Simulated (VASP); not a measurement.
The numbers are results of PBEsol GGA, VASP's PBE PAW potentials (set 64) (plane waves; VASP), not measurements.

A VASP calculation is set up with these files.

POSCAR:
```
MnF2
1
    4.5595613443     0.0000000000     0.0000000000
   -0.0000000000     4.5595613443     0.0000000000
    0.0000000000     0.0000000000     3.1878797377
Mn F
2 4
Direct
  0.0000000000   0.0000000000   1.0000000000
  0.5000000000   0.5000000000   0.5000000000
  0.3033334661   0.3033334661   0.0000000000
  0.8033334661   0.1966665339   0.5000000000
  0.1966665339   0.8033334661   0.5000000000
  0.6966665339   0.6966665339   0.0000000000
```

INCAR:
```
GGA=PS   # PBEsol
ISPIN=2   # spin-polarised
NELM=100
EDIFF=1E-6   # SCF stop (eV)
LCHARG=F
IBRION=2
SYSTEM=MnF2
ALGO=Normal   # blocked Davidson
LORBIT=10
LMAXMIX=4
ISMEAR=0
PSTRESS=200   # kbar
NSW=40
EDIFFG=-0.02
LWAVE=F
MAGMOM=4.5 -4.5 -0.0 0.0 0.0 -0.0
LREAL=F   # projection in real space or not
SIGMA=0.05   # width (eV)
PREC=Accurate
LASPH=T
ISIF=3   # ions, shape and volume
ENCUT=620   # plane-wave cut-off (eV)
```

KPOINTS:
```
Automatic mesh
0
Gamma
5 5 7
0 0 0
```

POTCAR, in this order: Mn_pv F (PBE.64 set). Program: vasp_std.

The resulting files:

### OSZICAR
```
       N       E                     dE             d eps       ncg     rms          rms(c)
DAV:   1     0.796488048495E+03    0.79649E+03   -0.34521E+04  3096   0.225E+03
DAV:   2     0.378466448091E+02   -0.75864E+03   -0.73169E+03  3408   0.620E+02
DAV:   3    -0.407484150714E+02   -0.78595E+02   -0.77641E+02  3392   0.205E+02
DAV:   4    -0.428212161593E+02   -0.20728E+01   -0.20668E+01  3720   0.334E+01
DAV:   5    -0.428539400901E+02   -0.32724E-01   -0.32721E-01  3200   0.463E+00    0.270E+01
DAV:   6    -0.400053430189E+02    0.28486E+01   -0.19399E+01  3792   0.359E+01    0.190E+01
DAV:   7    -0.400757939353E+02   -0.70451E-01   -0.15263E+00  3232   0.106E+01    0.121E+01
DAV:   8    -0.398601203347E+02    0.21567E+00   -0.51649E-01  3112   0.695E+00    0.348E+00
DAV:   9    -0.401389886262E+02   -0.27887E+00   -0.15535E-01  3520   0.435E+00    0.992E-01
DAV:  10    -0.401422426114E+02   -0.32540E-02   -0.15824E-02  3368   0.884E-01    0.154E-01
DAV:  11    -0.401423830798E+02   -0.14047E-03   -0.35395E-04  3520   0.168E-01    0.633E-02
DAV:  12    -0.401424848867E+02   -0.10181E-03   -0.60992E-05  3384   0.613E-02    0.336E-02
DAV:  13    -0.401425085820E+02   -0.23695E-04   -0.19750E-05  3376   0.319E-02    0.116E-02
DAV:  14    -0.401425089248E+02   -0.34278E-06   -0.18856E-06  2312   0.134E-02
   1 F= -.31869424E+02 E0= -.31869424E+02  d E =-.318694E+02  mag=    -0.0000
       N       E                     dE             d eps       ncg     rms          rms(c)
DAV:   1    -0.401563768784E+02   -0.13868E-01   -0.51648E-02  3352   0.207E+00    0.340E-01
DAV:   2    -0.401549952558E+02    0.13816E-02   -0.42419E-03  3368   0.561E-01    0.221E-01
DAV:   3    -0.401549334658E+02    0.61790E-04   -0.51471E-04  3528   0.181E-01    0.951E-02
DAV:   4    -0.401548967985E+02    0.36667E-04   -0.34471E-05  3784   0.457E-02    0.532E-02
DAV:   5    -0.401548842069E+02    0.12592E-04   -0.20004E-05  3560   0.381E-02    0.147E-02
DAV:   6    -0.401548851011E+02   -0.89420E-06   -0.31317E-06  2728   0.143E-02
   2 F= -.31869457E+02 E0= -.31869457E+02  d E =-.331718E-04  mag=    -0.0000
```

File OUTCAR:
```
------------------------ aborting loop because EDIFF is reached ----------------------------------------
  FORCE on cell =-STRESS in cart. coord.  units (eV):
  Direction    XX          YY          ZZ          XY          YZ          ZX
  --------------------------------------------------------------------------------------
  Total        8.2037408      8.2037408      8.2369235      0.0000000      0.0000000      0.0000000
  in kB      198.0281796    198.0281796    198.8291694      0.0000000      0.0000000      0.0000000
  external PRESSURE =      -1.7048238 kB  Pullay stress =     200.0000000 kB
  volume of cell :       66.37
      direct lattice vectors                 reciprocal lattice vectors
     4.560419824  0.000000000  0.000000000     0.219278057  0.000000000  0.000000000
     0.000000000  4.560419824  0.000000000    -0.000000000  0.219278057  0.000000000
     0.000000000  0.000000000  3.191433998     0.000000000  0.000000000  0.313338769
 POSITION                                       TOTAL-FORCE (eV/Angst)
 -----------------------------------------------------------------------------------
      0.00000      0.00000      3.19143         0.000000      0.000000      0.000000
      2.28021      2.28021      1.59572         0.000000      0.000000      0.000000
      1.38296      1.38296      0.00000         0.002863      0.002863      0.000000
      3.66317      0.89725      1.59572         0.002863     -0.002863      0.000000
      0.89725      3.66317      1.59572        -0.002863      0.002863      0.000000
      3.17746      3.17746      3.19143        -0.002863     -0.002863      0.000000
 -----------------------------------------------------------------------------------
    total drift:                                0.000000      0.000000     -0.000000
  FREE ENERGIE OF THE ION-ELECTRON SYSTEM (eV)
  ---------------------------------------------------
  free  energy   TOTEN  =       -40.1548851011 eV

  energy  without entropy=      -40.1548851011  energy(sigma->0) =      -40.15488510
  enthalpy is  TOTEN    =       -31.8694574329 eV   P V=        8.2854276683

 total charge

# of ion       s       p       d       tot
------------------------------------------
    1        0.204   6.213   5.060  11.477
    2        0.204   6.213   5.060  11.477
    3        1.732   4.389   0.000   6.121
    4        1.732   4.389   0.000   6.121
    5        1.732   4.389   0.000   6.121
    6        1.732   4.389   0.000   6.121
--------------------------------------------------
tot          7.334  29.982  10.121  47.438

 magnetization (x)

# of ion       s       p       d       tot
------------------------------------------
    1        0.017   0.019   4.402   4.438
    2       -0.017  -0.019  -4.402  -4.438
    3       -0.004  -0.024   0.000  -0.028
    4        0.004   0.024   0.000   0.028
    5        0.004   0.024   0.000   0.028
    6       -0.004  -0.024   0.000  -0.028
--------------------------------------------------
tot          0.000   0.000   0.000   0.000

 reached required accuracy - stopping structural energy minimisation
```
(Selected blocks of OUTCAR.)

File CONTCAR:
```
MnF2
   1.00000000000000
     4.5604198241801646    0.0000000000000000    0.0000000000000000
     0.0000000000000000    4.5604198241801646    0.0000000000000000
     0.0000000000000000    0.0000000000000000    3.1914339981258188
  Mn              F
     2     4
Direct
     0.0000000000000000    0.0000000000000000    1.0000000000000000
     0.5000000000000000    0.5000000000000000    0.5000000000000000
     0.3032537949390133    0.3032537949390133    0.0000000000000000
     0.8032537949390133    0.1967462050609867    0.5000000000000000
     0.1967462050609867    0.8032537949390133    0.5000000000000000
     0.6967462050609867    0.6967462050609867    1.0000000000000000
```

The compound is MnF2 in the rutile structure. This run relaxes it under an external pressure of 20 GPa. Symmetry was kept, so distortions that lower it aren't found.
